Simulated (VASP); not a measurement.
Calculation: PBE GGA, VASP's PBE PAW potentials (set 64) (plane waves; VASP).

VASP input:

**KPOINTS**
```
Regular mesh
0
Gamma
  10 10 6
0 0 0
```

### INCAR
```
ALGO = Normal
EDIFF = 1E-7
ENCUT = 480
GGA = PE
ISIF = 2
ISMEAR = 1
LASPH = .True.
LCHARG = .False.
LMAXMIX = 6
LREAL = .False.
LWAVE = .False.
NELM = 100
PREC = Accurate
SIGMA = 0.1
SYSTEM = Tb
```

### POSCAR
```
Tb
1
    1.8217236983    -3.1553175327     0.0000000000
    1.8217236983     3.1553175327     0.0000000000
    0.0000000000     0.0000000000     5.8728447906
Tb
2
Direct
  0.3333330000   0.6666670000   0.2500000000
  0.6666670000   0.3333330000   0.7500000000
```

POTCAR, in this order: Tb_3 (PBE.64 set). Program: vasp_std.

The run wrote:

**OUTCAR**
```
 ion  position               nearest neighbor table
   1  0.333  0.667  0.250-   2 3.61   2 3.61   2 3.61   2 3.61   2 3.61   2 3.61
   2  0.667  0.333  0.750-   1 3.61   1 3.61   1 3.61   1 3.61   1 3.61   1 3.61
  LATTYP: Found a hexagonal cell.
 ALAT       =     3.6434469895
 C/A-ratio  =     1.6118924764
 Subroutine PRICEL returns:
 Original cell was already a primitive cell.
 Subroutine GETGRP returns: Found 24 space group operations
The static configuration has the point symmetry D_3d.
 The point group associated with its full space group is D_6h.
The dynamic configuration has the point symmetry D_3d.
 Subroutine INISYM returns: Found 24 space group operations
 Subroutine IBZKPT returns following result:
 Found     56 irreducible k-points:

 Following reciprocal coordinates:
            Coordinates               Weight
  0.000000  0.000000  0.000000      1.000000
  0.100000 -0.000000  0.000000      6.000000
  0.200000 -0.000000  0.000000      6.000000
  0.300000  0.000000  0.000000      6.000000
  0.400000  0.000000  0.000000      6.000000
  0.500000  0.000000  0.000000      3.000000
  0.100000  0.100000  0.000000      6.000000
...
```

**OSZICAR**
```
       N       E                     dE             d eps       ncg     rms          rms(c)
DAV:   1     0.395872521338E+02    0.39587E+02   -0.85341E+03  1456   0.115E+03
DAV:   2    -0.694632328971E+01   -0.46534E+02   -0.45629E+02  1561   0.242E+02
DAV:   3    -0.903948874270E+01   -0.20932E+01   -0.19497E+01  1977   0.299E+01
DAV:   4    -0.908829932432E+01   -0.48811E-01   -0.48284E-01  1671   0.465E+00
DAV:   5    -0.908979376480E+01   -0.14944E-02   -0.14939E-02  2170   0.641E-01    0.226E+01
DAV:   6    -0.908786236782E+01    0.19314E-02   -0.24098E-02  1709   0.129E+00    0.135E+01
DAV:   7    -0.909505110117E+01   -0.71887E-02   -0.44015E-02  1778   0.174E+00    0.215E-01
DAV:   8    -0.909468910927E+01    0.36199E-03   -0.23891E-03  1701   0.391E-01    0.549E-02
DAV:   9    -0.909470009247E+01   -0.10983E-04   -0.21201E-04  1786   0.115E-01    0.320E-02
DAV:  10    -0.909469400568E+01    0.60868E-05   -0.33463E-05  1686   0.422E-02    0.418E-02
DAV:  11    -0.909469505363E+01   -0.10480E-05   -0.46936E-06  1656   0.162E-02    0.123E-03
DAV:  12    -0.909469534687E+01   -0.29324E-06   -0.40388E-07  1741   0.514E-03    0.361E-03
DAV:  13    -0.909469522432E+01    0.12255E-06   -0.37255E-08   908   0.148E-03    0.736E-04
DAV:  14    -0.909469520702E+01    0.17299E-07   -0.83629E-09   893   0.825E-04
   1 F= -.90946952E+01 E0= -.90949203E+01  d E =0.675324E-03
```

OUTCAR:
```
------------------------ aborting loop because EDIFF is reached ----------------------------------------
  FORCE on cell =-STRESS in cart. coord.  units (eV):
  Direction    XX          YY          ZZ          XY          YZ          ZX
  --------------------------------------------------------------------------------------
  Total       -0.3876330     -0.3876329     -1.2213214      0.0000000      0.0000000     -0.0000000
  in kB       -9.1987170     -9.1987142    -28.9825411      0.0000000      0.0000000     -0.0000000
  external PRESSURE =     -15.7933241 kB  Pullay stress =       0.0000000 kB
  volume of cell :       67.52
      direct lattice vectors                 reciprocal lattice vectors
     1.821723698 -3.155317533  0.000000000     0.274465332 -0.158462657  0.000000000
     1.821723698  3.155317533  0.000000000     0.274465332  0.158462657  0.000000000
     0.000000000  0.000000000  5.872844791     0.000000000  0.000000000  0.170275230
 POSITION                                       TOTAL-FORCE (eV/Angst)
 -----------------------------------------------------------------------------------
      1.82172      1.05177      1.46821         0.000000      0.000000      0.000000
      1.82172     -1.05177      4.40463        -0.000000     -0.000000      0.000000
 -----------------------------------------------------------------------------------
    total drift:                                0.000004      0.000113     -0.000011
  FREE ENERGIE OF THE ION-ELECTRON SYSTEM (eV)
  ---------------------------------------------------
  free  energy   TOTEN  =        -9.0946952070 eV

  energy  without entropy=       -9.0953705309  energy(sigma->0) =       -9.09492031
```
(Selected blocks of OUTCAR.)

The 4f electrons are frozen in the core of the lanthanide potential, so 4f levels, which can set the real gap, and their magnetism are missing.

The compound is Tb in the hcp structure. This cell was strained or had an atom moved on purpose.
